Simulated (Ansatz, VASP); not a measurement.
## Te in two plane-wave programs

Aim: how closely do two programs agree when they are given the same cell, functional and k mesh?

Method: plane waves, with VASP 6.6.1 beside it; single point at PBEsol, in Ansatz 0.2.0.

## Step 1: Set-up

Symmetry: P3_121, No. 152, trigonal system. Conventional cell: a = 4.457 Å, b = 4.457 Å, c = 5.929 Å, α = 90.00°, β = 90.00°, γ = 120.00°. Nearest to Te lie 2 Te at 2.84 Å.

Structure file:

```cif
data_structure
_symmetry_space_group_name_H-M 'P3_121'
_symmetry_Int_Tables_number 152
_cell_length_a 4.4572
_cell_length_b 4.4572
_cell_length_c 5.9290
_cell_angle_alpha 90.000
_cell_angle_beta 90.000
_cell_angle_gamma 120.000
_cell_volume 102.01
loop_
_atom_site_label
_atom_site_type_symbol
_atom_site_symmetry_multiplicity
_atom_site_Wyckoff_symbol
_atom_site_fract_x
_atom_site_fract_y
_atom_site_fract_z
_atom_site_occupancy
Te1 Te 3 a 0.73670 0.73670 0.00000 1
```

## Step 2: Ansatz: single point, PBEsol

Ansatz runs on its default PAW (the set named soft_2) files.

With cell and atoms fixed, the geometry can't cause a difference; cores, projectors, grids and the points listed under the comparison can.

Contents of input.yaml:

```yaml
crystal:
  lattice:
    - [4.4572, 0.0, 0.0]
    - [-2.2286, 3.8600484297, 0.0]
    - [0.0, 0.0, 5.929]
  atoms:
    - { symbol: Te, position: [0.7367, 0.7367, 0.0] }
    - { symbol: Te, position: [0.0, 0.2633, 0.6666666667] }
    - { symbol: Te, position: [0.2633, 0.0, 0.3333333333] }
hamiltonian:
  xc: pbesol
  pseudopotentials: { kind: paw }
kpoints:
  mp_grid: { grid: [8, 8, 6] }
scf:
  occupations: { method: gaussian, width: 0.05 }
  n_extra_bands: 4
output:
  forces: true
  stress: true
  eigenvalues: true
  write_density: true
  write_potential: true
  elf: true
  volumetric_format: npy
```

The run is started by

```bash
> ansatz run input.yaml --threads 2 --pin off --max-ram 4608MiB --backend cpu --events-out ev --progress --plain --runs-dir out
```

Numbers of over 12 decimals in the logs are rounded to 6 here.

The log of the run:

```text
scf.n_extra_bands = 4 over 24 filled bands (N_el = 48.0): the run solves 28 bands
Engine: ansatz 0.2.0, aarch64-unknown-linux-gnu
Pseudopotentials: kind: paw
Pseudopotential: Te, paw, valence charge 16, recommended cutoff 420 eV (normal), Te.paw.azcp
Functional definition: PBEsol
  exchange = pbesol_x
  correlation = pbesol_c
Crystal: 3 atoms, lattice volume = 102.008 Å³
Basis set: ecut = 420 eV, 2017 PW (Γ), exchange–correlation on 60×60×80 points (8 copies of the dense FFT grid, shifted against one another)
Bands: 28, of which v1, the nominal top of the filled ones, is band 24 counted from 1 (23 counted from 0)
Symmetry: 6 space group operations
Space group: P3121 (ITA 152), of the structure as read, at distance tolerance 4.7e-5 Å
k-points: 50 of 384 (time reversal used)
Non-local potential: Te, projectors of the file, l = 0: 2, l = 1: 2, l = 2: 2, l = 3: 2
PAW form: soft (Blöchl's): semilocal exchange-correlation on the pseudo side does not see the compensation charge
PAW frozen core: Te, regenerated for the run's functional, and the local potential with it (the file was generated under x = pbe(κ = 0.804, μ = 0.219515), c = pbe(β = 0.066725))
PAW one-centre angular grid: Te, 590 points (default); XC on 64 Gauss nodes
Initial density: superposition of atomic densities (neutral atoms: chi_scale 0, normalization atom), corrected by the library's trained network
Initial wavefunctions: pseudopotential atomic-orbital guess
Functional: x = pbesol(κ = 0.804, μ = 0.123457), c = pbesol(β = 0.046)
SCF iter   1: F=—  HF=-20704.494584 eV  |F-HF|=—  |Δ(HF+E_count)|=         —  Δρ=1.86e-3  dr2=3.00e-3  ethr=1.77e-3  ⟨swp⟩=7.1  Hψ=6336  notcnv=0
preconditioner: auto → Resta (q_TF=auto, 2.406 Å⁻¹)  ε∞=4.8  [insulator: Δε(μ)=0.531 eV  Ē_g=8.015 eV  σ=0.050 eV  W_gap=1.00  n_scr=22 (ndim 8)  ℏωp=15.6 eV  f_vac=0.028  D(μ)=0.00/eV (n_scr^D=0)  ε∞_Penn≈4.8]
SCF iter   2: F=—  HF=-20704.491667 eV  |F-HF|=—  |Δ(HF+E_count)|=   2.92e-3  Δρ=1.14e-3  dr2=1.12e-3  ethr=6.24e-6  ⟨swp⟩=2.2  Hψ=2281  notcnv=0
SCF iter   3: F=—  HF=-20704.491923 eV  |F-HF|=—  |Δ(HF+E_count)|=   2.56e-4  Δρ=3.29e-4  dr2=1.07e-4  ethr=2.34e-6  ⟨swp⟩=2.0  Hψ=2600  notcnv=0
SCF iter   4: F=—  HF=-20704.491878 eV  |F-HF|=—  |Δ(HF+E_count)|=   4.48e-5  Δρ=1.34e-4  dr2=3.07e-5  ethr=2.23e-7  ⟨swp⟩=2.0  Hψ=2599  notcnv=0
SCF iter   5: F=—  HF=-20704.491903 eV  |F-HF|=—  |Δ(HF+E_count)|=   2.48e-5  Δρ=3.72e-5  dr2=2.19e-6  ethr=6.40e-8  ⟨swp⟩=2.0  Hψ=1756  notcnv=0
SCF iter   6: F=—  HF=-20704.491905 eV  |F-HF|=—  |Δ(HF+E_count)|=   1.59e-6  Δρ=1.04e-5  dr2=1.03e-7  ethr=4.57e-9  ⟨swp⟩=3.0  Hψ=2600  notcnv=0
SCF iter   7: F=-20704.491905 eV  HF=-20704.491905 eV  |F-HF|=2.24e-9  |Δ(HF+E_count)|=   5.93e-8  Δρ=1.96e-6  dr2=3.07e-9  ethr=2.08e-10  ⟨swp⟩=10.5  Hψ=9764  notcnv=0
SCF 1 converged in 7 iterations: F = -20704.491905 eV  dr2 = 3.07e-9
  greatest PAW one-centre occupation: 0.998 electrons in one spin orbital (limit 2), on the Te atom at site 1 (counted from 0), in its partial waves of l = 2
SCF converged after 7 iterations
Free energy (F): -20704.491905 eV
Harris-Foulkes:  -20704.491905 eV  (|F-HF|=2.24e-9)
Internal energy: -20704.491905 eV  (E = F + TS)
E sigma→0 (E₀):  -20704.491905 eV
Fermi energy:    8.830178 eV
--- Per-component energies (eV) ---
  E_band       = -804.672718
  E_kinetic    = 541.402642
  E_local      = -3855.424933  (includes V_loc(G=0)·N_el)
  E_nonlocal   = -924.039455
  E_hartree    = 2442.170203
  E_xc         = -369.727592
  E_vxc        = -311.857724  (∫ρ·V_xc dr)
  E_paw        = -13753.096847  (= ΣΔE_a)
  E_vpaw       = -1139.095039  (= ΣTr[D̂ρ^β])
  E_aug_tail   = -0.000535  (compensation charges beyond the density's cutoff)
  E_ewald      = -4786.899832
  E_core_change = 1.124446  (= ΣΔE_core)
  E_smearing   = -0.000000  (= −TS)
  E_closure    = 0.000000  (closes the sum)
  Σ components = -20704.491905   (vs F -20704.491905, Δ=0.00e0)
--- Forces (eV/Å), atoms counted from 1 ---
  atom   1  Te    -0.12768154    -0.22115091    -0.00000000
  atom   2  Te    -0.12768154     0.22115091    -0.00000000
  atom   3  Te     0.25536307    -0.00000000     0.00000000
  max |Σ_I F_I| component: 5.55e-17 eV/Å
--- Stress (GPa, compression-positive) ---
       -0.541039      -0.000000      -0.000000
        0.000000      -0.541039       0.000000
       -0.000000       0.000000      -0.147427
  P = ⅓ Tr σ = -0.4098 GPa (-4.098 kbar)
--- Band table (eV; the first three rows and the last of 50) ---
  k-point 0: bands = [... 20 lower, 5.7795, 6.9303, 6.9303, 7.8463, 9.6123, 9.6123, 10.2320, 13.4851]
  k-point 1: bands = [... 20 lower, 6.0394, 6.9953, 7.0303, 7.8197, 9.4423, 9.4638, 9.9646, 13.1706]
  k-point 2: bands = [... 20 lower, 6.0623, 7.1831, 7.2431, 7.7266, 9.1720, 9.2206, 9.4660, 12.7486]
  k-point 49: bands = [... 20 lower, 3.7787, 7.4373, 7.9974, 8.5646, 9.0957, 10.0127, 10.2639, 13.9611]
```

Elapsed: 15 s, on 2 threads of Arm Neoverse N1, shared host; peak memory 0.38 GiB.

In the SCF lines HF is the Harris–Foulkes energy and dr2 the Hartree energy of the density residual, in eV; the loop may stop once dr2 is under the threshold and the program's other checks hold. Hψ counts applications of the Hamiltonian.

The run ends at a pressure of -0.41 GPa, with forces up to 0.26 eV/Å.

## Step 3: VASP: single point, PBEsol

The same cell, functional, mesh and smearing now go to VASP, with its own data sets and cutoff.

Lines of VASP's logs that name or quote its potential files are left out, and so is its time.

Contents of INCAR:

```
SYSTEM = Te
PREC = Accurate
ENCUT = 400
EDIFF = 1E-05
NELM = 100
ISMEAR = 0
SIGMA = 0.05
LREAL = .FALSE.
ALGO = Normal
GGA = PS
NBANDS = 15
LORBIT = 11
LWAVE = .FALSE.
LCHARG = .FALSE.
KPAR = 4
```

Contents of POSCAR:

```
Te
1.0
    4.4572000000      0.0000000000      0.0000000000
   -2.2286000000      3.8600484297      0.0000000000
    0.0000000000      0.0000000000      5.9290000000
Te
3
Direct
    0.7367000000      0.7367000000      0.0000000000
    0.0000000000      0.2633000000      0.6666666667
    0.2633000000      0.0000000000      0.3333333333
```

Contents of KPOINTS:

```
Automatic mesh
0
Gamma
8 8 6
0 0 0
```

The projector-augmented-wave data sets are Te (PBE family, release 64).

The run is started by

```bash
> mpirun -np 4 vasp_std
```

The log of the run:

```text
[banner, memory and clock lines left out]
running    4 mpi-ranks, on    1 nodes
 distrk:  each k-point on    1 cores,    4 groups
 distr:  one band on    1 cores,    1 groups

 POSCAR found type information on POSCAR Te
 POSCAR found :  1 types and       3 ions
|                                                                             |
|               ----> ADVICE to this user running VASP <----                  |
|                                                                             |
|     You enforced a specific xc type in the INCAR file but a different       |
|     [... a line on the potential file left out ...]
|     I HOPE YOU KNOW WHAT YOU ARE DOING!                                     |
|                                                                             |

 LDA part: xc-table for (Slater+PW92), standard interpolation
 POSCAR, INCAR and KPOINTS ok, starting setup
 FFT: planning ... GRIDC
 FFT: planning ... GRID_SOFT
 FFT: planning ... GRID
 WAVECAR not read
 entering main loop
       N       E                     dE             d eps       ncg     rms          rms(c)
DAV:   1     0.640056476256E+02    0.64006E+02   -0.55276E+03  1500   0.772E+02
DAV:   2    -0.639869918628E+01   -0.70404E+02   -0.66911E+02  1997   0.130E+02
DAV:   3    -0.104931124816E+02   -0.40944E+01   -0.40774E+01  1759   0.358E+01
DAV:   4    -0.105691986533E+02   -0.76086E-01   -0.76076E-01  2317   0.574E+00
DAV:   5    -0.105700018678E+02   -0.80321E-03   -0.80321E-03  1906   0.493E-01    0.128E+01
DAV:   6    -0.105373006812E+02    0.32701E-01   -0.20046E-02  1948   0.841E-01    0.807E+00
DAV:   7    -0.105265686463E+02    0.10732E-01   -0.43417E-02  1647   0.122E+00    0.316E-01
DAV:   8    -0.105256727565E+02    0.89589E-03   -0.80076E-03  1661   0.514E-01    0.149E-01
DAV:   9    -0.105256951449E+02   -0.22388E-04   -0.22260E-04  2117   0.102E-01    0.105E-01
DAV:  10    -0.105257058869E+02   -0.10742E-04   -0.29763E-05  1871   0.352E-02    0.158E-02
DAV:  11    -0.105256993863E+02    0.65007E-05   -0.14559E-05  1037   0.242E-02
   1 F= -.10525699E+02 E0= -.10525699E+02  d E =-.512706E-14
```

Parts of OUTCAR (step 3):

```text
ion  position               nearest neighbor table
   1  0.737  0.737  0.000-   2 2.84   3 2.84   3 3.49   2 3.49   2 3.49   3 3.49
   2  0.000  0.263  0.667-   1 2.84   3 2.84   1 3.49   1 3.49   3 3.49   3 3.49
   3  0.263  0.000  0.333-   1 2.84   2 2.84   1 3.49   1 3.49   2 3.49   2 3.49

  LATTYP: Found a hexagonal cell.
 ALAT       =     4.4572000000
 C/A-ratio  =     1.3302073050

 Subroutine GETGRP returns: Found  6 space group operations
 (whereof  2 operations were pure point group operations)

The static configuration has the point symmetry C_2 .
 The point group associated with its full space group is D_3 .

 Found     50 irreducible k-points:

   k-points           NKPTS =     50   k-points in BZ     NKDIM =     50   number of bands    NBANDS=     15

   dimension x,y,z NGX =    30 NGY =   30 NGZ =   40
   dimension x,y,z NGXF=    60 NGYF=   60 NGZF=   80

   ENCUT  =  400.0 eV  29.40 Ry    5.42 a.u.   7.27  7.27  9.67*2*pi/ulx,y,z

   NELECT =      18.0000    total number of electrons

 k-points in reciprocal lattice and weights: Automatic mesh
   0.00000000  0.00000000  0.00000000       0.003
   0.12500000  0.00000000  0.00000000       0.016
   0.25000000  0.00000000  0.00000000       0.016
   0.37500000  0.00000000  0.00000000       0.016
   0.50000000  0.00000000  0.00000000       0.008
   0.12500000  0.12500000  0.00000000       0.016
   0.25000000  0.12500000  0.00000000       0.031
   0.37500000  0.12500000  0.00000000       0.031
   0.25000000  0.25000000  0.00000000       0.016
[...]
0.25000000  0.25000000  0.50000000       0.016
   0.37500000  0.25000000  0.50000000       0.016

 average (electrostatic) potential at core
       1 -88.9075       2 -88.9075       3 -88.9075

 E-fermi :   6.0240

 k-point     1 :       0.0000    0.0000    0.0000
  band No.  band energies     occupation
    ...
      5       2.9807      2.00000
      6       2.9807      2.00000
      7       4.1241      2.00000
      8       4.1241      2.00000
      9       5.0480      2.00000
     10       6.7982      0.00000
     11       6.7982      0.00000
     12       7.4284      0.00000
     13      10.6417      0.00000
     14      10.6417      0.00000
    ...

 k-point     2 :       0.1250    0.0000    0.0000
  band No.  band energies     occupation
    ...
      5       2.5002      2.00000
      6       2.8022      2.00000
      7       4.4021      2.00000
      8       4.7377      2.00000
      9       5.1425      2.00000
     10       6.5469      0.00000
     11       6.7378      0.00000
     12       7.3247      0.00000
     13      10.3584      0.00000
     14      10.6030      0.00000
    ...

 k-point     3 :       0.2500    0.0000    0.0000
  band No.  band energies     occupation
    ...
      5       1.8797      2.00000
      6       2.4133      2.00000
      7       4.1987      2.00000
      8       4.7470      2.00000
      9       4.9740      2.00000
     10       6.6778      0.00000
     11       6.8902      0.00000
     12       7.7645      0.00000
     13       9.5478      0.00000
     14      10.9705      0.00000
    ...

  Total       -0.3054793     -0.3054793     -0.0013738     -0.0000000     -0.0000000      0.0000000
  in kB       -4.7979537     -4.7979537     -0.0215780     -0.0000000     -0.0000000      0.0000000
  external PRESSURE =      -3.2058285 kB  Pullay stress =       0.0000000 kB

  energy-cutoff  :      400.00
  volume of cell :      102.01
      direct lattice vectors                 reciprocal lattice vectors
     4.457200000  0.000000000  0.000000000     0.224356098  0.129532054  0.000000000
    -2.228600000  3.860048430  0.000000000     0.000000000  0.259064107  0.000000000
     0.000000000  0.000000000  5.929000000     0.000000000  0.000000000  0.168662506

 POSITION                                       TOTAL-FORCE (eV/Angst)
 -----------------------------------------------------------------------------------
      1.64181      2.84370      0.00000        -0.143519     -0.248582      0.000000
     -0.58679      1.01635      3.95267        -0.143519      0.248582     -0.000000
      1.17358      0.00000      1.97633         0.287038     -0.000000      0.000000
 -----------------------------------------------------------------------------------
    total drift:                               -0.000000     -0.000001     -0.000000

  FREE ENERGIE OF THE ION-ELECTRON SYSTEM (eV)
  ---------------------------------------------------
  free  energy   TOTEN  =       -10.5256993863 eV

  energy  without entropy=      -10.5256993863  energy(sigma->0) =      -10.52569939

 total charge
# of ion       s       p       d       tot
------------------------------------------
    1        1.433   1.815   0.044   3.292
    2        1.433   1.815   0.044   3.292
    3        1.433   1.815   0.044   3.292
--------------------------------------------------
tot          4.300   5.446   0.132   9.877

[... 3 further parts left out ...]
```

The run ends at a pressure of -0.32 GPa, with forces up to 0.29 eV/Å.

## Step 4: Side by side

Known differences besides the potentials themselves: the data sets hold 48 valence electrons in Ansatz (default PAW (the set named soft_2) files) and 18 in VASP; the cutoff is 420 eV in Ansatz and 400 eV in VASP; Ansatz makes its cores anew for this functional, VASP keeps those of its PBE data sets; VASP leaves aspherical gradient terms in its spheres out (LASPH is not set), Ansatz keeps them. Total energies have different zeros and are not compared.

Compared:

```
              quantity  Ansatz   VASP  difference
        pressure (GPa)   -0.41  -0.32       -0.09
gap on the k mesh (eV)   0.531  0.509      +0.022
```

Forces (eV/Å; atoms numbered as in POSCAR):

```
atom         Ansatz x, y, z           VASP x, y, z
 Te1  -0.128, -0.221, 0.000  -0.144, -0.249, 0.000
 Te2   -0.128, 0.221, 0.000   -0.144, 0.249, 0.000
 Te3    0.255, 0.000, 0.000    0.287, 0.000, 0.000
```

The forces differ by 18 meV/Å r.m.s., which is 11.0 % of the r.m.s. force of 0.17 eV/Å (both taken over all components). A gap on the mesh is an upper bound, since the band edges may lie between its points. Ansatz's pressure holds a Pulay correction of 0.03 GPa; VASP's holds none.

## Step 5: Further runs

Further runs change the set-up of one program: Ansatz's method, potentials or start, or VASP's data sets, cutoff or form of LDA. The table gives Ansatz less VASP for each quantity, since a change that brings one quantity closer may part another.

```
                                        run  r.m.s. force difference (meV/Å)  pressure (GPa)  gap on the k mesh (eV)
                                   as above                               18          -0.089                   0.022
                       cores kept as stored                               18          -0.081                   0.022
          Ansatz's all-electron LAPW method                               20          -0.079                   0.025
    Ansatz's larger PAW set (cutoff 430 eV)                               20          -0.086                   0.024
norm-conserving potentials (cutoff 1120 eV)                               14           -0.12                   0.015
```

## Step 6: Summary of results

| Property | Result |
| --- | --- |
| r.m.s. force difference (single point, PBEsol) | 18 meV/Å |

What this shows: The r.m.s. force difference is 18 meV/Å (single point, PBEsol), beyond the 12 meV/Å picked in this series as the mark of a large difference. Single point, PBEsol, norm-conserving potentials (cutoff 1120 eV): the difference in pressure goes from -0.089 to -0.12 GPa; the difference in gap on the k mesh goes from 0.022 to 0.015 eV. Such differences can come from data sets, numerical settings and the points named under the comparisons, not from the functional's error against experiment.

[Lines on the potential files, build, host, timing and source positions are cut from VASP's logs without a mark.]

[Logs are printed without paths, hosts, clocks, repeated set-up lines and the standing remarks that a program may print on its own settings, such as how far it seeks lower states.]

[Hosts, paths, dates, database ids (printed as entryN), source tags and the programs' standing remarks are cut or masked in the printed files.]
